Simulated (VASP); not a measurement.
SnTeS4:

```
CELL_PARAMETERS angstrom
-2.71182 3.11670 4.53614
2.71182 -3.11670 4.53614
2.71182 3.11670 -4.53614
ATOMIC_POSITIONS crystal
Sn 0.50000 0.50000 0.00000
Te 0.00000 0.00000 0.00000
S 0.71868 0.21868 0.50000
S 0.28132 0.78132 0.50000
S 0.00000 0.50000 0.50000
S 0.50000 0.00000 0.50000
```

The cell was built by a generator and needn't be a form met in nature.

| Item | Value |
| --- | --- |
| Program | VASP 6.6.1 |
| Task | relaxation of cell and atoms |
| Functional | PBE |
| Potentials or basis | VASP PAW PBE potentials, release 64 (Sn_d, Te, S) |
| Cutoff | 520 eV |
| k mesh | 4 × 4 × 4 |
| Occupations | gaussian, width 0.15 eV |
| Spin | no spin polarisation |

At the start: pressure 3.9 GPa; volume 25.56 Å³/atom.

Q: How do energy, volume and symmetry change on relaxing?

A: Over 10 steps the energy falls by 199.7 meV/atom and the volume is 24.88 Å³/atom (-2.7 %); space group I4/mmm (No. 139, to 0.05 Å).

The path:
| step | energy change (eV) | largest force (eV/Å) | pressure (GPa) | volume (Å³) |
| --- | --- | --- | --- | --- |
| 1 | 0.0000 | 2.9665 | 3.88 | 153.36 |
| 2 | -0.7447 | 0.3066 | -3.51 | 167.00 |
| 3 | -0.7628 | 0.5178 | -2.91 | 164.81 |
| 4 | -1.0640 | 0.4484 | -1.75 | 156.33 |
| 5 | -1.1528 | 0.3420 | -0.25 | 150.00 |
| 6 | -1.1801 | 0.3255 | 0.21 | 148.60 |
| 7 | -1.1804 | 0.3087 | 0.47 | 148.36 |
| 8 | -1.1939 | 0.1363 | -0.03 | 149.42 |
| 9 | -1.1952 | 0.0640 | -0.15 | 149.81 |
| 10 | -1.1985 | 0.0302 | -0.08 | 149.28 |

Final structure:
```yaml
crystal:
  lattice:
    - [-2.81096, 2.81724, 4.71269]
    - [2.81096, -2.81724, 4.71269]
    - [2.81096, 2.81724, -4.71269]
  atoms:
    - { symbol: Sn, position: [0.50000, 0.50000, 0.00000] }
    - { symbol: Te, position: [0.00000, 0.00000, 0.00000] }
    - { symbol: S, position: [0.74927, 0.24927, 0.50000] }
    - { symbol: S, position: [0.25073, 0.75073, 0.50000] }
    - { symbol: S, position: [0.00000, 0.50000, 0.50000] }
    - { symbol: S, position: [0.50000, 0.00000, 0.50000] }
```

Caveat: the k mesh is coarse (spacing up to 0.38 Å⁻¹), so the values aren't converged.
